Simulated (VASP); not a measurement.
Here is the system:

```yaml
crystal:
  lattice:
    - [0.00000, 3.41320, 3.41320]
    - [3.41320, 0.00000, 3.41320]
    - [3.41320, 3.41320, 0.00000]
  atoms:
    - { symbol: K, position: [0.00000, 0.00000, 0.00000] }
    - { symbol: I, position: [0.50000, 0.50000, 0.50000] }
```

Method: LDA (Ceperley-Alder, Perdew-Zunger), VASP's LDA PAW potentials (set 64) (plane waves; VASP). Run with 400 eV cut-off, 9×9×9 Γ-centred mesh, Gaussian smearing of 0.010 eV, potentials K_sv I.

Give the direction-averaged independent-particle dielectric function (no local fields, no excitons; a broadening of 0.1 eV leaves a tail below the gap, and fine structure carries the noise of the k-mesh).

```
ħω (eV)     ε₁    ε₂
-------  -----  ----
0.00      3.53  0.00
0.20      3.54  0.00
0.50      3.55  0.01
0.70      3.56  0.01
1.00      3.59  0.01
1.20      3.61  0.01
1.50      3.66  0.02
1.70      3.70  0.02
2.00      3.77  0.03
2.20      3.83  0.03
2.50      3.93  0.04
2.70      4.01  0.05
3.00      4.17  0.06
3.20      4.30  0.07
3.50      4.55  0.10
3.70      4.79  0.17
4.00      5.13  0.28
4.20      5.66  0.62
4.50      5.42  0.79
4.70      6.28  0.87
5.00      6.99  2.57
5.20      6.41  2.93
5.50      7.53  5.24
5.70      4.90  5.59
6.00      3.35  7.44
6.20      2.02  5.31
6.50      1.95  6.17
6.70      1.16  4.51
7.00      2.58  3.71
7.20      2.55  4.84
7.50      2.17  5.26
7.70      0.71  6.11
8.00     -0.88  5.15
8.20     -0.63  3.80
8.50     -1.04  3.97
8.70     -0.98  3.00
9.00     -0.87  2.95
9.20     -1.18  2.91
9.50     -1.64  2.17
9.80     -1.12  1.31
```
ε₂ peaks at 6.0 eV (height 7.4), 6.5 eV (height 6.2), 7.7 eV (height 6.1); ε₁(0) averages 3.53, so the electronic refractive index below the gap tends to √3.53 = 1.88.

The compound is KI in the rock salt structure. It was relaxed first, which changed the volume by -10 %.
